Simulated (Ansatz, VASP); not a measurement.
# Cross-check of CsPbI2Br between VASP and Ansatz

One calculation is typed for both programs; each brings its own data sets. How far apart do they land? The cell is taken from a series of runs on this material, whose earlier steps may have relaxed, scaled, displaced or heated it; both programs get it as it stands.

Main program and level: Ansatz 0.2.0; plane waves, with VASP 6.6.1 beside it; single point at HSE06.

**1. The structure**

Symmetry: P4/mmm, No. 123, tetragonal system. The conventional cell has a = 6.567 Å, b = 6.567 Å, c = 5.962 Å, α = 90.00°, β = 90.00°, γ = 90.00°. Nearest to Cs lie 8 I at 4.43 Å and 4 Br at 4.64 Å. Pb has 2 Br at 2.98 Å and 4 I at 3.28 Å nearest. Nearest to I lie 2 Pb at 3.28 Å and 4 Cs at 4.43 Å. Nearest to Br lie 2 Pb at 2.98 Å and 4 Cs at 4.64 Å. Farther neighbours and most contacts between anions are not listed.

**2. Ansatz: single point, HSE06**

Ansatz runs on its PAW soft_1 files.

With cell and atoms fixed, the geometry can't cause a difference; cores, projectors, grids and the points listed under the comparison can.

The input, input.yaml:

```yaml
crystal:
  lattice:
    - [6.56655488, 0.0, 0.0]
    - [0.0, 6.56655488, 0.0]
    - [0.0, 0.0, 5.96222]
  atoms:
    - { symbol: Cs, position: [0.5, 0.5, 0.5] }
    - { symbol: Pb, position: [0.0, 0.0, 0.0] }
    - { symbol: I, position: [0.0, 0.5, 0.0] }
    - { symbol: I, position: [0.5, 0.0, 0.0] }
    - { symbol: Br, position: [0.0, 0.0, 0.5] }
kpoints:
  mp_grid: { grid: [2, 2, 2] }
  band_path:
    path:
      - [0.0, 0.0, 0.0]
      - [0.0, 0.5, 0.0]
      - [0.5, 0.5, 0.0]
      - [0.0, 0.0, 0.5]
      - [0.0, 0.5, 0.5]
      - [0.5, 0.5, 0.5]
    npoints: 1
hamiltonian:
  xc: hse06
  pseudopotentials: { kind: paw, azcp: { folder: soft_1 } }
scf:
  occupations: { method: fixed }
  n_extra_bands: 5
output:
  eigenvalues: true
```

Launch:

```
> ansatz run input.yaml --threads 2 --pin off --max-ram 92160MiB --backend cuda --events-out ev --progress --plain --runs-dir out --devices 1 --max-vram 13GiB
```

Numbers of over 12 decimals in the logs are rounded to 6 here.

The log of the run:

```text
scf.n_extra_bands = 5 over 32 filled bands (N_el = 64.0): the run solves 37 bands
GPUs: using 1 of 1 available (devices: 1).
Engine: ansatz 0.2.0, x86_64-unknown-linux-gnu
Pseudopotentials: kind: paw
Pseudopotential: Cs, paw, valence charge 9, recommended cutoff 420 eV (normal), soft_1/Cs.paw.azcp
Pseudopotential: Pb, paw, valence charge 14, recommended cutoff 420 eV (normal), soft_1/Pb.paw.azcp
Pseudopotential: I, paw, valence charge 17, recommended cutoff 420 eV (normal), soft_1/I.paw.azcp
Pseudopotential: Br, paw, valence charge 7, recommended cutoff 420 eV (normal), soft_1/Br.paw.azcp
Functional definition: HSE06
  parameter a = 0.25
  parameter omega = 0.11/bohr
  exchange = pbe_x - a*pbe_x_sr(omega) + a*exact_x_sr(omega)
  correlation = pbe_c
davidson cushion auto → on  (no smearing: the cushion is to keep the highest requested band from converging to the state above it; pin scf.eigensolver.cushion to override)
device memory: the entry about to start is reckoned to put 1.8 GiB on a device that reports 56.4 GiB free (of which the cap on the GPU budget leaves the run 13.0 GiB)
GPU FFT provider: cuFFT
GPU libraries: cuBLAS 13.8.2, cuFFT 12.4.0, cuSOLVER 12.3.4
Crystal: 5 atoms, lattice volume = 257.089 Å³
Basis set: ecut = 420 eV, 5015 PW (Γ)
Bands: 37, of which v1, the nominal top of the filled ones, is band 32 counted from 1 (31 counted from 0)
Symmetry: 16 space group operations
Space group: P4/mmm (ITA 123), of the structure as read, at distance tolerance 6.4e-5 Å
k-points: 6 of 8
Non-local potential: Cs, projectors of the file, l = 0: 3, l = 1: 2, l = 2: 2, l = 3: 2
Non-local potential: Pb, projectors of the file, l = 0: 2, l = 1: 2, l = 2: 2, l = 3: 1
Non-local potential: I, projectors of the file, l = 0: 2, l = 1: 2, l = 2: 2, l = 3: 1
Non-local potential: Br, projectors of the file, l = 0: 2, l = 1: 2, l = 2: 2
PAW form: soft (Blöchl's): semilocal exchange-correlation on the pseudo side does not see the compensation charge
PAW frozen core: Cs, regenerated for the run's functional, and the local potential with it (the file was generated under x = pbe(κ = 0.804, μ = 0.219515), c = pbe(β = 0.066725))
PAW frozen core: Pb, regenerated for the run's functional, and the local potential with it (the file was generated under x = pbe(κ = 0.804, μ = 0.219515), c = pbe(β = 0.066725))
PAW frozen core: I, regenerated for the run's functional, and the local potential with it (the file was generated under x = pbe(κ = 0.804, μ = 0.219515), c = pbe(β = 0.066725))
PAW frozen core: Br, regenerated for the run's functional, and the local potential with it (the file was generated under x = pbe(κ = 0.804, μ = 0.219515), c = pbe(β = 0.066725))
PAW one-centre angular grid: Cs, 194 points (default); XC on 96 Gauss nodes
PAW one-centre angular grid: Pb, 590 points (default); XC on 64 Gauss nodes
PAW one-centre angular grid: I, 590 points (default); XC on 96 Gauss nodes
PAW one-centre angular grid: Br, 110 points (default); XC on 64 Gauss nodes
Initial density: superposition of atomic densities (chi_scale 0.1, normalization cell, long waves kept (reshape's long-wave potential 0.01 eV rms))
Initial wavefunctions: pseudopotential atomic-orbital guess
GPU buffer pool allocated for 81000 grid points (all kernels)
GPU transforms: local potential and band sums: pruned to the plane-wave sphere, on 45×45×40
Functional: x = pbe(κ = 0.804, μ = 0.219515), c = pbe(β = 0.066725), warm-up for x = pbe(κ = 0.804, μ = 0.219515) + 0.25 (exact − pbe) at short range (hse, ω = 0.207870 Å⁻¹), c = pbe(β = 0.066725); HSE06 as pw.x's `hse` composes it (authors' and Libxc's form: `xc: wpbeh`)
SCF iter   1: F=—  HF=-35394.992781 eV  |F-HF|=—  |Δ(HF+E_count)|=         —  Δρ=1.78e-2  dr2=2.34e0  ethr=1.00e-1  ⟨swp⟩=7.0  Hψ=616  notcnv=0
preconditioner: auto → none  [insulator: Δε(μ)=1.594 eV  Ē_g=8.919 eV  n_scr=40 (ndim 8)  ℏωp=12.7 eV  f_vac=0.091]
iter 2 solved again at ethr=2.69e-4 eV; its pass at ethr=3.65e-3 eV (dr2=1.72e-1 eV) is discarded
SCF iter   2: F=—  HF=-35393.957258 eV  |F-HF|=—  |Δ(HF+E_count)|=    1.04e0  Δρ=6.46e-3  dr2=1.73e-1  ethr=2.69e-4  ⟨swp⟩=5.5  Hψ=1188  notcnv=0  defer=10
SCF iter   3: F=—  HF=-35393.919482 eV  |F-HF|=—  |Δ(HF+E_count)|=   3.78e-2  Δρ=2.23e-3  dr2=9.07e-3  ethr=2.69e-4  ⟨swp⟩=7.7  Hψ=617  notcnv=0  defer=6
SCF iter   4: F=—  HF=-35393.924693 eV  |F-HF|=—  |Δ(HF+E_count)|=   5.21e-3  Δρ=6.96e-4  dr2=1.69e-3  ethr=1.42e-5  ⟨swp⟩=6.5  Hψ=659  notcnv=0  defer=4
SCF iter   5: F=-35393.924929 eV  HF=-35393.925042 eV  |F-HF|=1.13e-4  |Δ(HF+E_count)|=   3.49e-4  Δρ=1.80e-4  dr2=1.60e-4  ethr=2.64e-6  ⟨swp⟩=4.2  Hψ=623  notcnv=0
SCF 1 stopped early in 5 iterations: F = -35393.924929 eV  dr2 = 1.60e-4
  greatest PAW one-centre occupation: 0.999 electrons in one spin orbital (limit 2), on the I atom at site 3 (counted from 0), in its partial waves of l = 2
device memory: the entry about to start is reckoned to put 2.5 GiB on a device that reports 59.0 GiB free (of which the cap on the GPU budget leaves the run 13.0 GiB)
GPU FFT provider: cuFFT
GPU libraries: cuBLAS 13.8.2, cuFFT 12.4.0, cuSOLVER 12.3.4
Initial density: handed on by an earlier stage of this run
Initial wavefunctions: those handed on with the density
GPU buffer pool allocated for 81000 grid points (all kernels)
GPU transforms: local potential and band sums: pruned to the plane-wave sphere, on 45×45×40
Functional: x = pbe(κ = 0.804, μ = 0.219515) + 0.25 (exact − pbe) at short range (hse, ω = 0.207870 Å⁻¹), c = pbe(β = 0.066725); HSE06 as pw.x's `hse` composes it (authors' and Libxc's form: `xc: wpbeh`)
Exchange kernel: α = 0.2500, screened, ω = 0.2079 Å⁻¹, Wigner–Seitz truncation, v(0) = 994.9167 eV·Å³, q-mesh 2×2×2, nearest image of the exchange supercell L = 11.92 Å, pair-density grid 30×30×27, without the augmentation charges, whose exchange is taken in its separable form by FFT convolution over the k-point mesh (sized by the pseudopotential files, 45×45×40 at the most), smooth part of the exact exchange by density-matrix convolution in up to 2.89 GiB of GPU memory as planned if the GPU has room (build and FFT work areas not counted)
Frozen-core exchange: fock
SCF iter   1: F=—  HF=-35413.810876 eV  |F-HF|=—  |Δ(HF+E_count)|=         —  Δρ=2.93e-3  dr2=2.71e-2  ethr=2.50e-6  ⟨swp⟩=8.8  Hψ=1116  notcnv=0
preconditioner: auto → none  [insulator: Δε(μ)=2.223 eV  Ē_g=9.824 eV  n_scr=40 (ndim 8)  ℏωp=12.7 eV  f_vac=0.169]
SCF iter   2: F=—  HF=-35413.801258 eV  |F-HF|=—  |Δ(HF+E_count)|=   9.62e-3  Δρ=1.04e-3  dr2=2.94e-3  ethr=2.50e-6  ⟨swp⟩=4.7  Hψ=717  notcnv=0
SCF iter   3: F=—  HF=-35413.810591 eV  |F-HF|=—  |Δ(HF+E_count)|=   9.33e-3  Δρ=4.90e-4  dr2=8.46e-4  ethr=2.50e-6  ⟨swp⟩=4.2  Hψ=738  notcnv=0
SCF iter   4: F=—  HF=-35413.810314 eV  |F-HF|=—  |Δ(HF+E_count)|=   2.76e-4  Δρ=7.65e-5  dr2=2.61e-5  ethr=1.24e-6  ⟨swp⟩=3.8  Hψ=557  notcnv=0
SCF iter   5: F=-35413.810427 eV  HF=-35413.810432 eV  |F-HF|=4.80e-6  |Δ(HF+E_count)|=   1.18e-4  Δρ=4.19e-5  dr2=7.38e-6  ethr=2.07e-8  ⟨swp⟩=5.0  Hψ=726  notcnv=0
SCF 2 stopped early in 5 iterations: F = -35413.810427 eV  dr2 = 7.38e-6
hybrid outer 1: dexx = +1.093e-2 eV, tail = 4.81e-5 eV
GPU FFT provider: cuFFT
GPU libraries: cuBLAS 13.8.2, cuFFT 12.4.0, cuSOLVER 12.3.4
GPU buffer pool allocated for 81000 grid points (all kernels)
GPU transforms: local potential and band sums: pruned to the plane-wave sphere, on 45×45×40
Exchange kernel: α = 0.2500, screened, ω = 0.2079 Å⁻¹, Wigner–Seitz truncation, v(0) = 994.9167 eV·Å³, q-mesh 2×2×2, nearest image of the exchange supercell L = 11.92 Å, pair-density grid 30×30×27, without the augmentation charges, whose exchange is taken in its separable form by FFT convolution over the k-point mesh (sized by the pseudopotential files, 45×45×40 at the most), smooth part of the exact exchange by density-matrix convolution in up to 2.89 GiB of GPU memory as planned if the GPU has room (build and FFT work areas not counted)
Frozen-core exchange: fock
SCF iter   1: F=—  HF=-35413.810349 eV  |F-HF|=—  |Δ(HF+E_count)|=         —  Δρ=1.93e-5  dr2=7.76e-7  ethr=3.76e-7  ⟨swp⟩=3.3  Hψ=515  notcnv=0
preconditioner: auto → none  [insulator: Δε(μ)=2.189 eV  Ē_g=9.805 eV  n_scr=40 (ndim 8)  ℏωp=12.7 eV  f_vac=0.176]
SCF iter   2: F=—  HF=-35413.810350 eV  |F-HF|=—  |Δ(HF+E_count)|=   9.92e-7  Δρ=1.06e-5  dr2=2.27e-7  ethr=1.08e-9  ⟨swp⟩=5.8  Hψ=857  notcnv=0
iter 3 solved again at ethr=2.64e-11 eV; its pass at ethr=3.31e-10 eV (dr2=1.69e-8 eV) is discarded
SCF iter   3: F=-35413.810350 eV  HF=-35413.810350 eV  |F-HF|=6.06e-9  |Δ(HF+E_count)|=   6.38e-8  Δρ=4.56e-6  dr2=2.01e-8  ethr=2.64e-11  ⟨swp⟩=3.3  Hψ=1087  notcnv=0  defer=1
SCF 3 converged in 3 iterations: F = -35413.810350 eV  dr2 = 2.01e-8
hybrid outer 2: dexx = +7.040e-7 eV, tail = 6.82e-8 eV, Δε = 4.62e-3 eV (about 2.31e-4 eV left of the loop's levels)
device memory: the entry about to start is reckoned to put 1.0 GiB on a device that reports 48.7 GiB free (of which the cap on the GPU budget leaves the run 13.0 GiB)
NSCF: frozen V_eff on 6 k-points
hybrid SCF converged: 2 outer / 8 inner (+5 warm-up), last move |dexx| = 7.04e-7 eV, tail = 6.82e-8 eV
Stability not checked: this state was not tested for a lower state beside it, because the functional holds exact exchange (a hybrid, or Hartree-Fock), whose exchange loop this test does not read (fock_operator; see scf.lower_state_search)
Free energy (F): -35413.810350 eV
Frozen-core exchange: fock
Harris-Foulkes:  -35413.810350 eV  (|F-HF|=6.06e-9)
Internal energy: -35413.810350 eV  (E = F + TS)
E sigma→0 (E₀):  -35413.810350 eV
Fermi energy:    2.453699 eV
--- Per-component energies (eV) ---
  E_band       = -1173.160523
  E_kinetic    = 882.368134
  E_local      = -7489.411822  (includes V_loc(G=0)·N_el)
  E_nonlocal   = 606.462128
  E_hartree    = 3243.885779
  E_xc         = -639.371477
  E_vxc        = -486.308495  (∫ρ·V_xc dr)
  E_exx        = -160.959958  (= α·E_x^exact, valence–valence)
  E_paw        = -27350.047545  (= ΣΔE_a)
  E_vpaw       = -852.119797  (= ΣTr[D̂ρ^β])
  E_aug_tail   = -0.005044  (compensation charges beyond the density's cutoff)
  E_ewald      = -4505.825264
  E_core_change = -0.905280  (= ΣΔE_core)
  E_smearing   = -0.000000  (= −TS)
  E_closure    = -0.000000  (closes the sum)
  Σ components = -35413.810350   (vs F -35413.810350, Δ=0.00e0)
--- Band table (eV; the first three rows and the last of 6) ---
  k-point 0: bands = [... 28 lower, 1.2619, 1.3019, 1.3036, 1.3036, 6.5780, 7.5631, 8.0088, 8.0903, ... 1 higher]
  k-point 1: bands = [... 28 lower, 1.1074, 1.2338, 1.2338, 1.3406, 5.8155, 8.1658, 8.1658, 8.2943, ... 1 higher]
  k-point 2: bands = [... 28 lower, 1.0437, 1.1483, 1.2345, 1.5420, 5.4392, 7.7926, 8.2017, 8.3951, ... 1 higher]
  k-point 5: bands = [... 28 lower, 1.5168, 1.5168, 1.6853, 2.4537, 4.6426, 4.6426, 5.0281, 7.6443, ... 1 higher]
```

Reading the cycles: dr2 is the Hartree energy of the density residual (eV), the measure of convergence; HF is the Harris–Foulkes estimate of the energy, which meets the free energy F at convergence.

[end of part 1 of 2]

[Lines on the potential files, build, host, timing and source positions are cut from VASP's logs without a mark.]

[Logs are printed without paths, hosts, clocks, repeated set-up lines and the standing remarks that a program may print on its own settings, such as how far it seeks lower states.]

[Hosts, paths, dates, database ids (printed as entryN), source tags and the programs' standing remarks are cut or masked in the printed files.]
